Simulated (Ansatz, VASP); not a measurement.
# Cross-check of BiP between VASP and Ansatz, part 2 of 2

One calculation is typed for both programs; each brings its own data sets. How far apart do they land? The cell is generated by rule, not measured, and may not be a known phase. The cell is taken from a series of runs on this material, whose earlier steps may have relaxed, scaled, displaced or heated it; both programs get it as it stands.

VASP 6.6.1 and Ansatz 0.2.0.

So far: Starting point; Ansatz: relaxation of cell and atoms, r2SCAN, pair 1; VASP: relaxation of cell and atoms, r2SCAN, pair 1; Side by side.

## 5. VASP: relaxation of cell and atoms, r2SCAN, pair 2

Level of this step: r2SCAN; plane waves and PAW (Bi_d, P); invented cell (VASP).

The relaxed volume is the usual yardstick between codes: in a stiff, nearly cubic crystal its relative difference is about their pressure difference at one cell divided by the bulk modulus. Its start cell is another than that of the pair before, and may be another structure of the material.

Input file INCAR:

```
SYSTEM = BiP
PREC = Accurate
ENCUT = 550
EDIFF = 1E-07
NELM = 120
ISMEAR = 1
SIGMA = 0.2
LREAL = .FALSE.
ALGO = Normal
METAGGA = R2SCAN
LASPH = .TRUE.
NBANDS = 16
LORBIT = 11
LWAVE = .FALSE.
LCHARG = .FALSE.
ISIF = 3
IBRION = 2
NSW = 80
EDIFFG = -0.005
GGA_COMPAT = .FALSE.
NELMIN = 4
LMIXTAU = .TRUE.
KPAR = 2
```

Input file POSCAR:

```
BiP
1.0
    3.7501260000      0.0000000000      0.0000000000
    0.0000000000      1.9644990000      3.3853370000
    0.0000000000     -1.9644990000      3.3853370000
Bi P
1 1
Direct
    0.5000000000      0.9581483321      0.9581483321
    0.0000000000      0.2918517418      0.2918517418
```

Input file KPOINTS:

```
Automatic mesh
0
Gamma
12 12 12
0 0 0
```

Potentials, in the order of the species: Bi_d and P (PBE family, release 64).

Started as:

```console
$ mpirun -np 2 vasp_std
```

Numbers of over 12 decimals in the logs are rounded to 6 here.

The program printed:

```text
[banner, memory and clock lines left out]
running    2 mpi-ranks, on    1 nodes
[...]
[... a notice as in an earlier step ...]

 LDA part: xc-table for (None), standard interpolation
 POSCAR, INCAR and KPOINTS ok, starting setup
[...]
entering main loop
       N       E                     dE             d eps       ncg     rms          rms(c)
DAV:   1     0.942039717267E+02    0.94204E+02   -0.11122E+04  9632   0.147E+03
DAV:   2    -0.606238119155E+02   -0.15483E+03   -0.15150E+03 10376   0.368E+02
DAV:   3    -0.712226910817E+02   -0.10599E+02   -0.10504E+02 12752   0.945E+01
DAV:   4    -0.714795508123E+02   -0.25686E+00   -0.25661E+00 12976   0.161E+01
[...]
DAV:  19    -0.668200300494E+02   -0.10811E-04   -0.75051E-05 10176   0.548E-02    0.119E-02
DAV:  20    -0.668200306450E+02   -0.59561E-06   -0.54061E-06 13408   0.139E-02    0.185E-02
DAV:  21    -0.668200306353E+02    0.96870E-08   -0.54808E-08  9872   0.248E-03
   1 F= -.66820031E+02 E0= -.66819261E+02  d E =-.668200E+02
[... from here on, the cycles between the ionic steps are left out ...]
   2 F= -.66820094E+02 E0= -.66819330E+02  d E =-.629910E-04
   3 F= -.66820095E+02 E0= -.66819332E+02  d E =-.643396E-04
   4 F= -.66820093E+02 E0= -.66819332E+02  d E =-.626468E-04
   5 F= -.66820095E+02 E0= -.66819333E+02  d E =-.644970E-04
   6 F= -.66820115E+02 E0= -.66819350E+02  d E =-.195878E-04
   7 F= -.66820118E+02 E0= -.66819352E+02  d E =-.225869E-04
   8 F= -.66820130E+02 E0= -.66819363E+02  d E =-.125045E-04
 trial-energy change:   -0.000013  1 .order   -0.000012   -0.000019   -0.000006
 step:   1.7135(harm=  1.7135)  dis= 0.00050  next Energy=   -66.820131 (dE=-0.136E-04)
 reached required accuracy - stopping structural energy minimisation
```

Parts of OUTCAR (step 5):

```text
  Total        0.0019722     -0.0096652     -0.0046877      0.0000000      0.0000000      0.0000000
  in kB        0.0633566     -0.3104925     -0.1505911      0.0000000      0.0000000      0.0000000
  external PRESSURE =      -0.1325757 kB  Pullay stress =       0.0000000 kB

 POSITION                                       TOTAL-FORCE (eV/Angst)
 -----------------------------------------------------------------------------------
      1.87254      0.00000      6.50679         0.000000      0.000000     -0.001126
      0.00000      0.00000      1.98008         0.000000      0.000000      0.001126
 -----------------------------------------------------------------------------------
    total drift:                                0.000000     -0.000000     -0.000429

  FREE ENERGIE OF THE ION-ELECTRON SYSTEM (eV)
  ---------------------------------------------------
  free  energy   TOTEN  =       -66.8201302238 eV

  energy  without entropy=      -66.8178290993  energy(sigma->0) =      -66.81936318

[... 1 part as in an earlier step ...]

[... 3 further parts left out ...]
[key lines of the parts left out:]
E-fermi :   7.1122
```

The run keeps the 4 symmetry operations of its start, so it cannot find a distortion of lower symmetry.

## 6. Ansatz: relaxation of cell and atoms, r2SCAN, pair 2

The same cell, functional, mesh and smearing now go to Ansatz, which takes its cutoff from its data sets.

The cell is taken from a series of runs on this material, whose earlier steps may have relaxed, scaled, displaced or heated it; both programs get it as it stands.

Input file input.yaml:

```yaml
crystal:
  lattice:
    - [3.7501258971, 0.0, 0.0]
    - [0.0, 1.9644986967, 3.3853372985]
    - [0.0, -1.9644986967, 3.3853372985]
  atoms:
    - { symbol: Bi, position: [0.5, 0.9581482201, 0.9581482201] }
    - { symbol: P, position: [0.0, 0.2918517799, 0.2918517799] }
kpoints:
  mp_grid: { grid: [12, 12, 12] }
hamiltonian:
  xc: r2scan
scf:
  occupations: { method: methfessel_paxton, width: 0.2 }
output:
  forces: true
  stress: true
  eigenvalues: true
relax:
  adjacent_minimum: "off"
  f_tol: 0.001
  max_steps: 60
  cell: { stress_tol: 0.01 }
```

Started as:

```console
$ ansatz run input.yaml --threads 4 --pin off --max-ram 7168MiB --backend cpu --events-out ev --progress --plain --runs-dir out
```

The program printed:

```text
[...]
Crystal: 2 atoms, lattice volume = 49.880 Å³
Basis set: ecut = 500 eV, 1251 PW (Γ), exchange–correlation on 120×120×120 points (64 copies of the dense FFT grid, shifted against one another)
Bands: 14, of which v1, the nominal top of the filled ones, is band 10 counted from 1 (9 counted from 0)
Symmetry: 4 space group operations
[...]
k-point 300: bands = [... 6 lower, 0.1820, 4.5698, 4.7589, 9.1698, 10.2509, 12.4933, 12.5256, 20.0839]
--- Relaxed structure (4 steps of the walk, 4 accepted, 1 SCFs on fresh bases) ---
[...]
cell:  # Å, volume = 49.8568 Å³
    - [3.745786, 0.0, 0.0]
    - [0.0, 1.960397, 3.394747]
    - [0.0, -1.960397, 3.394747]
  atoms:
    - { symbol: Bi, position: [0.5, 0.958338, 0.958338] }
    - { symbol: P, position: [0.0, 0.291662, 0.291662] }
[key lines of the parts left out:]
SCF converged after 6 iterations
Free energy (F): -13169.580737 eV
Fermi energy:    9.917470 eV
P = ⅓ Tr σ = -0.0036 GPa (-0.036 kbar)
```

## 7. Comparison

The two programs side by side:

| quantity | Ansatz | VASP | difference |
| --- | --- | --- | --- |
| volume (Å³) | 49.86 | 49.87 | -0.03 % |
| edge a after relaxation, in the typed setting (Å) | 3.746 | 3.745 | +0.02 % |
| edge b after relaxation, in the typed setting (Å) | 3.920 | 3.921 | -0.01 % |

## 8. Outcome

```yaml
difference_in_volume_relaxation_of_cell_and_atoms_r2scan_pair_1: 0.061 %
difference_in_volume_relaxation_of_cell_and_atoms_r2scan_pair_2: -0.033 %
```

The difference in volume is 0.061 % (relaxation of cell and atoms, r2SCAN, pair 1), within the 1.2 % picked in this series as the mark of a large difference, as far as the stopping tolerances let one tell. 1 further run of this series is not shown here. Such differences can come from data sets, numerical settings and the points named under the comparisons, not from the functional's error against experiment.

[Lines on the potential files, build, host, timing and source positions are cut from VASP's logs without a mark.]

[Logs are printed without paths, hosts, clocks, repeated set-up lines and the standing remarks that a program may print on its own settings, such as how far it seeks lower states.]

[Hosts, paths, dates, database ids (printed as entryN), source tags and the programs' standing remarks are cut or masked in the printed files.]
